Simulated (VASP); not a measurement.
Here is the system:

```xyz
2
Lattice="0.0000 2.1115 2.1115 2.1115 0.0000 2.1115 2.1115 2.1115 0.0000" Properties=species:S:1:pos:R:3 pbc="T T T"
Mg     0.0000     0.0000     0.0000
O      2.1115     2.1115     2.1115
```

These are optB88-vdW, VASP's PBE PAW potentials (set 64) (plane waves; VASP) values and carry that method's errors. Numerical set-up: 520 eV cut-off, Gaussian smearing of 0.050 eV, potentials Mg O.

Problem. Give the energies of bands 2 to 6 at the high-symmetry points, in eV from the valence-band maximum.

Solution. 
```
band      Γ      X      U      L      W
----  -----  -----  -----  -----  -----
2      0.00  -4.00  -3.42  -4.52  -2.89
3      0.00  -1.33  -2.65  -0.64  -2.89
4      0.00  -1.33  -1.12  -0.64  -1.74
5      4.86   9.34  10.24   8.05  11.78
6     15.87   9.98  11.77  12.64  11.78
```

The gap is direct, 4.86 eV, from the valence maximum at Γ to the conduction minimum at Γ.

Measured: gap 8.36 eV (computed value off by -3.50 eV), as given by Wei Chen et al., Physical Review Materials (2018), doi:10.1103/physrevmaterials.2.073803 [zero-point renormalisation of 0.53 eV added back (the table's ZPR column)].

The compound is MgO in the rock salt structure. It was relaxed first.
